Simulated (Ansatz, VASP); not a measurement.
# PPt36 (P/Pt(100)) in two plane-wave programs, part 2 of 2

Wanted: the spread between two codes on one cell, functional and k mesh. Of the first pair: The structure shown is the start of the Ansatz relaxation below; VASP solves that cell, so the two are compared at the walk's first step.

VASP 6.6.1 and Ansatz 0.2.0.

So far. Step 4 (Comparison): The forces differ by 5.3 meV/Å r.m.s., which is 1.7 % of the r.m.s. force of 0.318 eV/Å (both taken over all components). With vacuum in the cell, a pressure given here is an average over mostly empty space and none of the material.

**6. VASP: single point, PBE, relaxed cell, pair 2**

Level of this step: PBE; plane waves and PAW (Pt, P) (VASP).

The same cell, functional, mesh and smearing now go to VASP, with its own data sets.

The input, INCAR:

```
SYSTEM = PPt36
PREC = Accurate
ENCUT = 400
EDIFF = 1E-06
NELM = 120
ISMEAR = -1
SIGMA = 0.1
LREAL = Auto
ALGO = Normal
GGA = PE
NBANDS = 212
LASPH = .TRUE.
LORBIT = 11
LWAVE = .FALSE.
LCHARG = .FALSE.
ISIF = 2
LDIPOL = .TRUE.
IDIPOL = 3
DIPOL = 0.5 0.5 0.474
LVHAR = .TRUE.
GGA_COMPAT = .FALSE.
NELMDL = -8
KPAR = 4
```

The input, POSCAR:

```
PPt36
1.0
    8.3155757469      0.0000000000      0.0000000000
    0.0000000000      8.3155757469      0.0000000000
    0.0000000000      0.0000000000     25.4950633190
Pt P
36 1
Direct
    0.1666666667      0.1666666667      0.3530095175
    0.0000000000      0.0000000000      0.4298871457
    0.1666666667      0.1666666667      0.5083178631
    0.9948355032      0.9948355032      0.5907500179
    0.1666666667      0.5000000000      0.3530095175
    0.0000000000      0.3333333333      0.4298871457
    0.1666666667      0.4987618266      0.5089622308
    0.9948355032      0.3384978301      0.5907500179
    0.1666666667      0.8333333333      0.3530095175
    0.0000000000      0.6666666667      0.4298871457
    0.1666666667      0.8345715067      0.5089622308
    0.9995470984      0.6666666667      0.5860198711
    0.5000000000      0.1666666667      0.3530095175
    0.3333333333      0.0000000000      0.4298871457
    0.4987618266      0.1666666667      0.5089622308
    0.3384978301      0.9948355032      0.5907500179
    0.5000000000      0.5000000000      0.3530095175
    0.3333333333      0.3333333333      0.4298871457
    0.4993737334      0.4993737334      0.5086139882
    0.3384978301      0.3384978301      0.5907500179
    0.5000000000      0.8333333333      0.3530095175
    0.3333333333      0.6666666667      0.4298871457
    0.4993737334      0.8339596000      0.5086139882
    0.3337862350      0.6666666667      0.5860198711
    0.8333333333      0.1666666667      0.3530095175
    0.6666666667      0.0000000000      0.4298871457
    0.8345715067      0.1666666667      0.5089622308
    0.6666666667      0.9995470984      0.5860198711
    0.8333333333      0.5000000000      0.3530095175
    0.6666666667      0.3333333333      0.4298871457
    0.8339596000      0.4993737334      0.5086139882
    0.6666666667      0.3337862350      0.5860198711
    0.8333333333      0.8333333333      0.3530095175
    0.6666666667      0.6666666667      0.4298871457
    0.8339596000      0.8339596000      0.5086139882
    0.6666666667      0.6666666667      0.5861511392
    0.1666666667      0.1666666667      0.6353755530
```

The input, KPOINTS:

```
Automatic mesh
0
Gamma
4 4 1
0 0 0
```

The projector-augmented-wave data sets are Pt and P (PBE family, release 64).

Started as:

```
> mpirun -np 4 vasp_std
```

Numbers of over 12 decimals in the logs are rounded to 6 here.

Output:

```text
[... set-up lines as in an earlier step ...]
 entering main loop
       N       E                     dE             d eps       ncg     rms          rms(c)
DAV:   1     0.237214156377E+04    0.23721E+04   -0.13596E+05  2544   0.117E+03
DAV:   2    -0.132254074520E+02   -0.23854E+04   -0.22165E+04  3128   0.264E+02
DAV:   3    -0.214503694024E+03   -0.20128E+03   -0.18397E+03  3016   0.721E+01
DAV:   4    -0.226715094552E+03   -0.12211E+02   -0.11047E+02  3584   0.152E+01
[...]
DAV:  42    -0.213345827838E+03   -0.10319E-05   -0.26966E-08  1416   0.301E-04    0.207E-04
DAV:  43    -0.213345829348E+03   -0.15098E-05   -0.37027E-08  1452   0.235E-04    0.154E-04
DAV:  44    -0.213345829757E+03   -0.40912E-06   -0.13841E-08  1408   0.145E-04
   1 F= -.21334583E+03 E0= -.21235229E+03  d E =-.198707E+01
```

Parts of OUTCAR (step 6):

```text
  Total      -17.2562645    -17.2562645      0.1510363      0.0000000      0.0000000      0.0000000
  in kB      -15.6825481    -15.6825481      0.1372622      0.0000000      0.0000000      0.0000000
  external PRESSURE =     -10.4092780 kB  Pullay stress =       0.0000000 kB

 POSITION                                       TOTAL-FORCE (eV/Angst)
 -----------------------------------------------------------------------------------
      1.38593      1.38593      9.00000        -0.000000     -0.000000     -0.070038
      0.00000      0.00000     10.96000        -0.003261     -0.003261      0.114341
      1.38593      1.38593     12.95960        -0.000000     -0.000000     -0.005754
      8.27263      8.27263     15.06121         0.011458      0.011458     -0.019647
      1.38593      4.15779      9.00000        -0.000000      0.014725     -0.070670
      0.00000      2.77186     10.96000        -0.003261      0.003261      0.114341
      1.38593      4.14749     12.97602        -0.000000     -0.002274      0.000580
      8.27263      2.81480     15.06121         0.011458     -0.011458     -0.019647
      1.38593      6.92965      9.00000        -0.000000     -0.014725     -0.070670
      0.00000      5.54372     10.96000        -0.030725     -0.000000      0.122550
      1.38593      6.93994     12.97602        -0.000000      0.002274      0.000580
      8.31181      5.54372     14.94061        -0.004649     -0.000000     -0.008308
      4.15779      1.38593      9.00000         0.014725     -0.000000     -0.070670
      2.77186      0.00000     10.96000         0.003261     -0.003261      0.114341
[...]
-----------------------------------------------------------------------------------
    total drift:                                0.000002      0.000002     -0.075843

  FREE ENERGIE OF THE ION-ELECTRON SYSTEM (eV)
  ---------------------------------------------------
  free  energy   TOTEN  =      -213.3458297572 eV

  energy  without entropy=     -211.3587573192  energy(sigma->0) =     -212.35229354

[... 2 parts as in an earlier step ...]

[... 1 further part left out ...]
[key lines of the parts left out:]
E-fermi :  -0.3414
```

**7. Differences**

What differs besides the data sets and the points named for the pairs above, as far as they apply: the data sets hold 653 valence electrons in Ansatz (on its default PAW (the set named soft_2) files) and 365 in VASP. Total energies have different zeros and are not compared.

Both answers:

| quantity | Ansatz | VASP | difference |
| --- | --- | --- | --- |
| work function, lower of the two faces (eV) | 5.55 | 5.55 | 0.00 |
| work function, higher of the two faces (eV) | 5.66 | 5.67 | 0.00 |

Forces on 10 of the 37 atoms, those with the largest forces and the largest differences (eV/Å; atoms numbered as in POSCAR):

| atom | Ansatz x, y, z | VASP x, y, z |
| --- | --- | --- |
| Pt4 | 0.015, 0.015, 0.004 | 0.011, 0.011, -0.020 |
| Pt10 | -0.031, 0.000, 0.120 | -0.031, 0.000, 0.123 |
| Pt14 | 0.003, -0.003, 0.111 | 0.003, -0.003, 0.114 |
| Pt16 | -0.015, 0.015, 0.004 | -0.011, 0.011, -0.020 |
| Pt18 | 0.003, 0.003, 0.111 | 0.003, 0.003, 0.114 |
| Pt22 | 0.031, 0.000, 0.120 | 0.031, 0.000, 0.123 |
| Pt26 | 0.000, -0.031, 0.120 | 0.000, -0.031, 0.123 |
| Pt30 | 0.000, 0.031, 0.120 | 0.000, 0.031, 0.123 |
| Pt34 | 0.000, 0.000, -0.194 | 0.000, 0.000, -0.193 |
| P37 | 0.000, 0.000, -0.009 | 0.000, 0.000, 0.021 |

The forces differ by 6.9 meV/Å r.m.s., which is 15.9 % of the r.m.s. force of 0.043 eV/Å (both taken over all components). With vacuum in the cell, a pressure given here is an average over mostly empty space and none of the material.

**8. Outcome**

| Property | Result |
| --- | --- |
| r.m.s. force difference (single point, PBE, start cell, pair 1) | 1.7 % of the r.m.s. force |
| r.m.s. force difference (single point, PBE, relaxed cell, pair 2) | 6.9 meV/Å |

In words: The r.m.s. force difference is 6.9 meV/Å (single point, PBE, relaxed cell, pair 2), within the 12 meV/Å picked in this series as the mark of a large difference. The data sets hold unlike numbers of valence electrons (653 in Ansatz and 365 in VASP), so part of the differences comes from the potentials. Such differences can come from data sets, numerical settings and the points named under the comparisons, not from the functional's error against experiment.

[Lines on the potential files, build, host, timing and source positions are cut from VASP's logs without a mark.]

[Logs are printed without paths, hosts, clocks, repeated set-up lines and the standing remarks that a program may print on its own settings, such as how far it seeks lower states.]

[Hosts, paths, dates, database ids (printed as entryN), source tags and the programs' standing remarks are cut or masked in the printed files.]
